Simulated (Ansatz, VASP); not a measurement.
# In6WO12 (In6WO12 (R-3)): VASP beside Ansatz, part 3 of 3

Aim: how closely do two programs agree when they are given the same cell, functional and k mesh? Of the first pair: The cell is taken from a series of runs on this material, whose earlier steps may have relaxed, scaled, displaced or heated it; both programs get it as it stands.

VASP 6.6.1 and Ansatz 0.2.0.

So far. Step 2 (VASP: single point, PBEsol, pair 1): The run ends at a pressure of 0.81 GPa, with forces up to 0.17 eV/Å. Step 6 (VASP: single point, PBEsol, start cell, pair 2): The run ends at a pressure of 0.81 GPa, with forces up to 0.17 eV/Å.

**9. VASP: single point, PBEsol, relaxed cell, pair 3**

Level of this step: PBEsol, no spin polarisation; plane waves and PAW (In_d, W, O) (VASP).

The same cell, functional, mesh and smearing now go to VASP, with its own data sets.

Contents of INCAR:

```
SYSTEM = In6WO12
PREC = Accurate
ENCUT = 520
EDIFF = 1E-06
NELM = 120
ISMEAR = -1
SIGMA = 0.01
LREAL = Auto
ALGO = Normal
GGA = PS
NBANDS = 280
LASPH = .TRUE.
LORBIT = 11
LWAVE = .FALSE.
LCHARG = .FALSE.
ISIF = 2
ISYM = 2
GGA_COMPAT = .FALSE.
EFERMI = MIDGAP
NCORE = 2
```

Contents of POSCAR:

```
In6WO12
1.0
    9.5198765150      0.0000000000      0.0000000000
   -4.7599382575      8.2444549029      0.0000000460
    0.0000000000     -0.0000000499      8.9494161692
In W O
18 3 36
Direct
    0.1169063185      0.4171883086      0.0225982058
    0.4502396519      0.0838549752      0.6892648725
    0.7835729852      0.7505216419      0.3559315391
    0.3005068985      0.8829201079      0.0226443846
    0.6338402318      0.5495867746      0.6893110513
    0.9671735652      0.2162534412      0.3559777179
    0.2495317466      0.0330304826      0.3559983268
    0.5828650800      0.6996971492      0.0226649934
    0.9161984133      0.3663638159      0.6893316601
    0.2164270148      0.2494783581      0.6440684609
    0.5497603481      0.9161450248      0.3107351275
    0.8830936815      0.5828116914      0.9774017942
    0.0328264348      0.7837465588      0.6440222821
    0.3661597682      0.4504132254      0.3106889487
    0.6994931015      0.1170798921      0.9773556154
    0.0838015867      0.6336361841      0.3106683399
    0.4171349200      0.3003028508      0.9773350066
    0.7504682534      0.9669695174      0.6440016732
    0.0000000000      0.0000000000      0.0000000000
    0.3333333333      0.6666666667      0.6666666667
    0.6666666667      0.3333333333      0.3333333333
    0.1337786081      0.4481075860      0.2722856450
    0.4671119414      0.1147742526      0.9389523117
    0.8004452747      0.7814409193      0.6056189784
    0.3142008772      0.8660317229      0.2720944301
    0.6475342106      0.5326983895      0.9387610968
    0.9808675439      0.1993650562      0.6054277634
    0.2184384037      0.0193436935      0.6058625563
    0.5517717370      0.6860103602      0.2725292229
    0.8851050704      0.3526770269      0.9391958896
    0.1995547253      0.2185590807      0.3943810216
    0.5328880586      0.8852257474      0.0610476883
    0.8662213919      0.5518924140      0.7277143550
    0.0191324561      0.8006349438      0.3945722366
    0.3524657894      0.4673016105      0.0612389032
    0.6857991228      0.1339682771      0.7279055699
    0.1148949296      0.6473229731      0.0608041104
    0.4482282630      0.3139896398      0.7274707771
    0.7815615963      0.9806563065      0.3941374437
    0.1724435037      0.4906689713      0.7857147377
    0.5057768370      0.1573356380      0.4523814044
    0.8391101703      0.8240023047      0.1190480710
    0.1579419703      0.6521537569      0.5474471056
    0.4912753036      0.3188204235      0.2141137722
    0.8246086369      0.9854870902      0.8807804389
    0.0149973667      0.8394458071      0.8808585902
    0.3483307000      0.5061124737      0.5475252569
    0.6816640333      0.1727791404      0.2141919235
    0.1608898297      0.1759976953      0.8809519290
    0.4942231630      0.8426643620      0.5476185956
    0.8275564963      0.5093310287      0.2142852623
    0.1753913631      0.0145129098      0.1192195611
    0.5087246964      0.6811795765      0.7858862278
    0.8420580297      0.3478462431      0.4525528944
    0.3183359667      0.8272208596      0.7858080765
    0.6516693000      0.4938875263      0.4524747431
    0.9850026333      0.1605541929      0.1191414098
```

Contents of KPOINTS:

```
Points of the shifted mesh
1
Reciprocal
 0.2500000000  0.2500000000  0.2500000000 1
```

Potentials, in the order of the species: In_d, W and O (PBE family, release 64).

Run with:

```console
mpirun -np 8 vasp_std
```

Numbers of over 12 decimals in the logs are rounded to 6 here.

What it wrote:

```text
[... set-up lines as in an earlier step ...]
 entering main loop
       N       E                     dE             d eps       ncg     rms          rms(c)
DAV:   1     0.854900111663E+04    0.85490E+04   -0.19207E+05   560   0.230E+03
DAV:   2     0.192533124448E+04   -0.66237E+04   -0.63615E+04   560   0.712E+02
DAV:   3    -0.102945762919E+03   -0.20283E+04   -0.18704E+04   584   0.329E+02
DAV:   4    -0.437598683634E+03   -0.33465E+03   -0.32659E+03   768   0.134E+02
[...]
DAV:  18    -0.381482233397E+03    0.16787E-05   -0.24312E-06   360   0.508E-03    0.199E-02
DAV:  19    -0.381482231504E+03    0.18922E-05   -0.10320E-05   656   0.104E-02    0.404E-03
DAV:  20    -0.381482231661E+03   -0.15712E-06   -0.12648E-06   344   0.343E-03
   1 F= -.38148223E+03 E0= -.38148223E+03  d E =0.000000E+00
```

OUTCAR, selected parts (step 9):

```text
  Total        4.0499561      3.8580076      3.9380632     -0.3558355     -0.0716935     -0.3997231
  in kB        9.2378931      8.8000612      8.9826670     -0.8116558     -0.1635319     -0.9117629
  external PRESSURE =       9.0068738 kB  Pullay stress =       0.0000000 kB

 POSITION                                       TOTAL-FORCE (eV/Angst)
 -----------------------------------------------------------------------------------
     -0.87286      3.43949      0.20224        -0.000209     -0.010155     -0.011645
      3.88708      0.69134      6.16852        -0.000209     -0.010155     -0.011645
      3.88708      6.18764      3.18538        -0.000209     -0.010155     -0.011645
     -1.34186      7.27920      0.20265        -0.013397      0.002056     -0.009606
      3.41808      4.53104      6.16893        -0.013397      0.002056     -0.009606
      8.17802      1.78289      3.18579        -0.013397      0.002056     -0.009606
      2.21829      0.27232      3.18598         0.010045      0.003873     -0.006501
      2.21829      5.76862      0.20284         0.010045      0.003873     -0.006501
      6.97823      3.02047      6.16912         0.010045      0.003873     -0.006501
      0.87286      2.05681      5.76404         0.000209      0.010155      0.011645
      0.87286      7.55312      2.78090         0.000209      0.010155      0.011645
      5.63280      4.80496      8.74718         0.000209      0.010155      0.011645
     -3.41808      6.46156      5.76362         0.013397     -0.002056      0.009606
      1.34186      3.71341      2.78048         0.013397     -0.002056      0.009606
[...]
-----------------------------------------------------------------------------------
    total drift:                               -0.000000      0.000000     -0.000000

  FREE ENERGIE OF THE ION-ELECTRON SYSTEM (eV)
  ---------------------------------------------------
  free  energy   TOTEN  =      -381.4822316615 eV

  energy  without entropy=     -381.4822316615  energy(sigma->0) =     -381.48223166

[... 1 part as in an earlier step ...]

[... 1 further part left out ...]
[key lines of the parts left out:]
E-fermi :   6.4606
```

The run ends at a pressure of 0.90 GPa, with forces up to 0.17 eV/Å.

**10. Differences**

What differs besides the data sets and the points named for the pairs above, as far as they apply: the data sets hold 492 valence electrons in Ansatz (on its default PAW (the set named soft_2) files) and 468 in VASP. Total energies have different zeros and are not compared.

The two programs side by side:

| quantity | Ansatz | VASP | difference |
| --- | --- | --- | --- |
| gap on the k mesh (eV) | 3.153 | 3.071 | +0.082 |

Forces on 10 of the 57 atoms, those with the largest forces and the largest differences (eV/Å; atoms numbered as in POSCAR):

| atom | Ansatz x, y, z | VASP x, y, z |
| --- | --- | --- |
| O40 | -0.001, -0.003, 0.000 | -0.058, -0.132, 0.088 |
| O41 | -0.001, -0.003, 0.000 | -0.058, -0.132, 0.088 |
| O42 | -0.001, -0.003, 0.000 | -0.058, -0.132, 0.088 |
| O44 | 0.001, -0.001, 0.003 | -0.141, -0.016, -0.086 |
| O47 | 0.000, 0.001, 0.002 | 0.084, -0.114, -0.088 |
| O49 | 0.001, 0.003, 0.000 | 0.058, 0.132, -0.088 |
| O50 | 0.001, 0.003, 0.000 | 0.058, 0.132, -0.088 |
| O51 | 0.001, 0.003, 0.000 | 0.058, 0.132, -0.088 |
| O52 | -0.001, 0.001, -0.003 | 0.141, 0.016, 0.086 |
| O54 | -0.001, 0.001, -0.003 | 0.141, 0.016, 0.086 |

The forces differ by 55 meV/Å r.m.s., where the r.m.s. force is 0.002 eV/Å in Ansatz and 0.055 eV/Å in VASP: the atoms lie near their places of rest in Ansatz, so a percentage would say little (all taken over all components). A gap on the mesh is an upper bound, since the band edges may lie between its points; neither run holds spin-orbit coupling, which can move the band edges of a compound of W.

**11. Summary of results**

```json
{
 "difference in gap on the k mesh (single point, PBEsol, pair 1)": "0.082 eV",
 "r.m.s. force difference (single point, PBEsol, start cell, pair 2)": "55 meV/Å",
 "r.m.s. force difference (single point, PBEsol, relaxed cell, pair 3)": "55 meV/Å",
 "difference in gap on the k mesh (single point, PBEsol, relaxed cell, pair 3)": "0.082 eV"
}
```

In words: The r.m.s. force difference is 55 meV/Å (single point, PBEsol, start cell, pair 2), beyond the 12 meV/Å picked in this series as the mark of a large difference. The data sets hold unlike numbers of valence electrons (492 in Ansatz and 468 in VASP), so part of the differences comes from the potentials. What causes the difference of the single point, PBEsol, pair 1 pair stays open here. What causes the difference of the single point, PBEsol, start cell, pair 2 pair stays open here. By the marks of this series, far apart in the single point, PBEsol, relaxed cell, pair 3 pair: the r.m.s. force difference, 55 meV/Å and the difference in gap on the k mesh, 0.082 eV. What causes the difference of the single point, PBEsol, relaxed cell, pair 3 pair stays open here. 1 further run of this series is not shown here. How closely two codes agree says nothing of how well the functional describes the real material.

[Lines on the potential files, build, host, timing and source positions are cut from VASP's logs without a mark.]

[Logs are printed without paths, hosts, clocks, repeated set-up lines and the standing remarks that a program may print on its own settings, such as how far it seeks lower states.]

[Hosts, paths, dates, database ids (printed as entryN), source tags and the programs' standing remarks are cut or masked in the printed files.]
